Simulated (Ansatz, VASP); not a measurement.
# GaBAs2 (CuAu-ordered zincblende type (invented)): VASP beside Ansatz, part 2 of 3

Aim: how closely do two programs agree when they are given the same cell, functional and k mesh? The cell is generated by rule, not measured, and may not be a known phase. The cell is taken from a series of runs on this material, whose earlier steps may have relaxed, scaled, displaced or heated it; both programs get it as it stands.

VASP 6.6.1 and Ansatz 0.2.0.

So far: The starting structure; VASP: zone-centre phonons, PBE.

## Step 2: VASP: zone-centre phonons, PBE (continued)

Level of this step: PBE; plane waves and PAW (B, Ga_d, As); invented cell (VASP).

Parts of OUTCAR (step 2):

```text
ion  position               nearest neighbor table
   1  0.000  0.000  0.000-   3 2.17   4 2.17   3 2.17   4 2.17
   2  0.500  0.500  0.500-   3 2.42   4 2.42   4 2.42   3 2.42
   3  0.000  0.500  0.212-   1 2.17   1 2.17   2 2.42   2 2.42
   4  0.500  0.000  0.788-   1 2.17   1 2.17   2 2.42   2 2.42

  LATTYP: Found a simple tetragonal cell.
 ALAT       =     3.6938083530
 C/A-ratio  =     1.4661500174

 Subroutine GETGRP returns: Found  8 space group operations
 (whereof  8 operations were pure point group operations)

The static configuration has the point symmetry D_2d.

 Found     60 irreducible k-points:

   k-points           NKPTS =     60   k-points in BZ     NKDIM =     60   number of bands    NBANDS=     19

   dimension x,y,z NGX =    28 NGY =   28 NGZ =   40
   dimension x,y,z NGXF=    56 NGYF=   56 NGZF=   80

   ENCUT  =  500.0 eV  36.75 Ry    6.06 a.u.   6.73  6.73  9.87*2*pi/ulx,y,z

   NELECT =      26.0000    total number of electrons

 k-points in reciprocal lattice and weights: Automatic mesh
   0.00000000  0.00000000  0.00000000       0.003
   0.12500000  0.00000000  0.00000000       0.010
   0.25000000  0.00000000  0.00000000       0.010
   0.37500000  0.00000000  0.00000000       0.010
   0.50000000  0.00000000  0.00000000       0.005
   0.12500000  0.12500000  0.00000000       0.010
   0.25000000  0.12500000  0.00000000       0.021
   0.37500000  0.12500000  0.00000000       0.021
   0.50000000  0.12500000  0.00000000       0.010
[...]
0.50000000  0.37500000  0.50000000       0.010
   0.50000000  0.50000000  0.50000000       0.003

 average (electrostatic) potential at core
       1 -29.0450       2 -65.6297       3 -49.9438       4 -49.9438

[...]
3.693808353  0.000000000  0.000000000     0.270723304  0.000000000  0.000000000
     0.000000000  3.693808353  0.000000000     0.000000000  0.270723304  0.000000000
     0.000000000  0.000000000  5.415677181     0.000000000  0.000000000  0.184649115

 POSITION                                       TOTAL-FORCE (eV/Angst)
 -----------------------------------------------------------------------------------
      0.00000      0.00000      0.00000        -0.000000     -0.000000      0.000000
      1.84690      1.84690      2.70784        -0.000000      0.000000      0.000000
      0.00000      1.84690      1.14849        -0.000000     -0.000000      0.010826
      1.84690      0.00000      4.26718         0.000000     -0.000000     -0.010826
 -----------------------------------------------------------------------------------
    total drift:                                0.000000      0.000000      0.000000

 MACROSCOPIC STATIC DIELECTRIC TENSOR (including local field effects in DFT)
 ------------------------------------------------------
          15.766212    -0.000000     0.000000
           0.000000    15.766212     0.000000
           0.000000     0.000000    13.355229
 ------------------------------------------------------

 PIEZOELECTRIC TENSOR (including local field effects)  for field in x, y, z        (C/m^2)
          XX          YY          ZZ          XY          YZ          ZX
  --------------------------------------------------------------------------------
  x     0.00000     0.00000     0.00000     0.00000     0.00000     0.72257
  y     0.00000     0.00000    -0.00000     0.00000    -0.72257     0.00000
  z     0.48613    -0.48613     0.00000     0.00000     0.00000     0.00000

 BORN EFFECTIVE CHARGES (including local field effects) (in |e|, cummulative output)
 ---------------------------------------------------------------------------------
 ion    1
    1     0.93506     0.00000     0.00000
    2     0.00000     0.93506     0.00000
    3     0.00000     0.00000     0.26818
 ion    2
    1     1.79650     0.00000     0.00000
    2     0.00000     1.79650     0.00000
    3     0.00000     0.00000     1.99928
 ion    3
    1    -0.86495     0.00000    -0.00000
    2     0.00000    -1.86662     0.00000
    3     0.00000     0.00000    -1.13373
 ion    4
    1    -1.86662     0.00000     0.00000
    2     0.00000    -0.86495     0.00000
    3     0.00000     0.00000    -1.13373

 Eigenvectors and eigenvalues of the dynamical matrix
 ----------------------------------------------------

   1 f  =   17.773118 THz   111.671794 2PiTHz  592.847402 cm-1    73.503677 meV
             X         Y         Z           dx          dy          dz
      0.000000  0.000000  0.000000    -0.000000    0.000000   -0.970865
      1.846904  1.846904  2.707839    -0.000000    0.000000    0.034863
      0.000000  1.846904  1.148494     0.000000   -0.000000    0.167640
      1.846904  0.000000  4.267183     0.000000   -0.000000    0.167640

   2 f  =   15.061803 THz    94.636102 2PiTHz  502.407681 cm-1    62.290586 meV
             X         Y         Z           dx          dy          dz
      0.000000  0.000000  0.000000    -0.704819   -0.622573   -0.000000
      1.846904  1.846904  2.707839    -0.054533   -0.048170    0.000000
      0.000000  1.846904  1.148494     0.087111    0.206006    0.000000
      1.846904  0.000000  4.267183     0.233221    0.076946    0.000000

   3 f  =   15.061803 THz    94.636102 2PiTHz  502.407681 cm-1    62.290586 meV
             X         Y         Z           dx          dy          dz
      0.000000  0.000000  0.000000     0.622573   -0.704819   -0.000000
      1.846904  1.846904  2.707839     0.048170   -0.054533    0.000000
      0.000000  1.846904  1.148494    -0.076946    0.233221    0.000000
      1.846904  0.000000  4.267183    -0.206006    0.087111    0.000000

   4 f  =    8.542755 THz    53.675715 2PiTHz  284.955647 cm-1    35.329982 meV
             X         Y         Z           dx          dy          dz
      0.000000  0.000000  0.000000     0.000000   -0.000000   -0.102287
      1.846904  1.846904  2.707839     0.000000    0.000000    0.834405
      0.000000  1.846904  1.148494    -0.000000    0.000000   -0.382953
      1.846904  0.000000  4.267183     0.000000   -0.000000   -0.382953

   5 f  =    8.218314 THz    51.637190 2PiTHz  274.133449 cm-1    33.988201 meV
             X         Y         Z           dx          dy          dz
      0.000000  0.000000  0.000000    -0.095224    0.032687   -0.000000
      1.846904  1.846904  2.707839     0.629931   -0.216235    0.000000
      0.000000  1.846904  1.148494    -0.689224   -0.040145    0.000000
      1.846904  0.000000  4.267183     0.116951    0.236589   -0.000000

   6 f  =    8.218314 THz    51.637190 2PiTHz  274.133449 cm-1    33.988201 meV
             X         Y         Z           dx          dy          dz
      0.000000  0.000000  0.000000     0.032687    0.095224   -0.000000
      1.846904  1.846904  2.707839    -0.216235   -0.629931    0.000000
      0.000000  1.846904  1.148494     0.236589   -0.116951   -0.000000
      1.846904  0.000000  4.267183    -0.040145    0.689224   -0.000000

   7 f  =    7.556639 THz    47.479766 2PiTHz  252.062360 cm-1    31.251736 meV
             X         Y         Z           dx          dy          dz
      0.000000  0.000000  0.000000     0.000000   -0.000000   -0.000000
      1.846904  1.846904  2.707839    -0.000000    0.000000    0.000000
      0.000000  1.846904  1.148494     0.000000    0.000000    0.707107
      1.846904  0.000000  4.267183     0.000000   -0.000000   -0.707107

   8 f  =    3.294736 THz    20.701435 2PiTHz  109.900553 cm-1    13.625926 meV
             X         Y         Z           dx          dy          dz
      0.000000  0.000000  0.000000    -0.200834   -0.135694   -0.000000
      1.846904  1.846904  2.707839     0.412097    0.278433   -0.000000
      0.000000  1.846904  1.148494     0.298815   -0.420386   -0.000000
      1.846904  0.000000  4.267183    -0.622196    0.201894   -0.000000

   9 f  =    3.294736 THz    20.701435 2PiTHz  109.900553 cm-1    13.625926 meV
             X         Y         Z           dx          dy          dz
      0.000000  0.000000  0.000000     0.135694   -0.200834    0.000000
      1.846904  1.846904  2.707839    -0.278433    0.412097    0.000000
      0.000000  1.846904  1.148494    -0.201894   -0.622196    0.000000
      1.846904  0.000000  4.267183     0.420386    0.298815    0.000000

  10 f/i=    0.001444 THz     0.009070 2PiTHz    0.048152 cm-1     0.005970 meV
             X         Y         Z           dx          dy          dz
      0.000000  0.000000  0.000000     0.000000    0.000000    0.216701
      1.846904  1.846904  2.707839     0.000000    0.000000    0.550048
      0.000000  1.846904  1.148494     0.000000    0.000000    0.570302
      1.846904  0.000000  4.267183     0.000000    0.000000    0.570302

  11 f/i=    0.006133 THz     0.038532 2PiTHz    0.204559 cm-1     0.025362 meV
             X         Y         Z           dx          dy          dz
      0.000000  0.000000  0.000000    -0.201677   -0.077954    0.000000
      1.846904  1.846904  2.707839    -0.514100   -0.198714    0.000000
      0.000000  1.846904  1.148494    -0.532104   -0.205228    0.000000
      1.846904  0.000000  4.267183    -0.530952   -0.205673    0.000000

  12 f/i=    0.006133 THz     0.038532 2PiTHz    0.204559 cm-1     0.025362 meV
             X         Y         Z           dx          dy          dz
      0.000000  0.000000  0.000000     0.077954   -0.201677    0.000000
      1.846904  1.846904  2.707839     0.198714   -0.514100    0.000000
      0.000000  1.846904  1.148494     0.205673   -0.530952    0.000000
      1.846904  0.000000  4.267183     0.205228   -0.532104    0.000000

 MACROSCOPIC STATIC DIELECTRIC TENSOR IONIC CONTRIBUTION
 ------------------------------------------------------
           2.057651     0.000000    -0.000000
           0.000000     2.057651     0.000000
          -0.000000     0.000000     0.723058
 ------------------------------------------------------

 ELASTIC MODULI CONTR FROM IONIC RELAXATION (kBar)
 Direction    XX          YY          ZZ          XY          YZ          ZX
 --------------------------------------------------------------------------------
 XX        -160.2978    147.6196      0.5789      0.0000      0.0000      0.0000
 YY         147.6196   -160.2978      0.5789      0.0000     -0.0000     -0.0000
 ZZ           0.5789      0.5789     -0.0529      0.0000     -0.0000     -0.0000
 XY           0.0000      0.0000      0.0000      0.0000      0.0000      0.0000
 YZ           0.0000     -0.0000     -0.0000      0.0000   -153.2705     -0.0000
 ZX           0.0000     -0.0000     -0.0000      0.0000     -0.0000   -186.8553
 --------------------------------------------------------------------------------

 PIEZOELECTRIC TENSOR IONIC CONTR  for field in x, y, z        (C/m^2)
          XX          YY          ZZ          XY          YZ          ZX
  --------------------------------------------------------------------------------
  x     0.00000    -0.00000    -0.00000     0.00000     0.00000    -0.50132
  y    -0.00000     0.00000     0.00000     0.00000     0.45368     0.00000
  z    -0.31179     0.31179     0.00000     0.00000     0.00000     0.00000
```

With a direct gap this small, the dielectric response converges slowly with the mesh, so tensor and charges are uncertain; a mesh that holds the point of the least gap tends to give too large a tensor.

(Continued in part 3 of 3.)

[Lines on the potential files, build, host, timing and source positions are cut from VASP's logs without a mark.]

[Logs are printed without paths, hosts, clocks, repeated set-up lines and the standing remarks that a program may print on its own settings, such as how far it seeks lower states.]

[Hosts, paths, dates, database ids (printed as entryN), source tags and the programs' standing remarks are cut or masked in the printed files.]
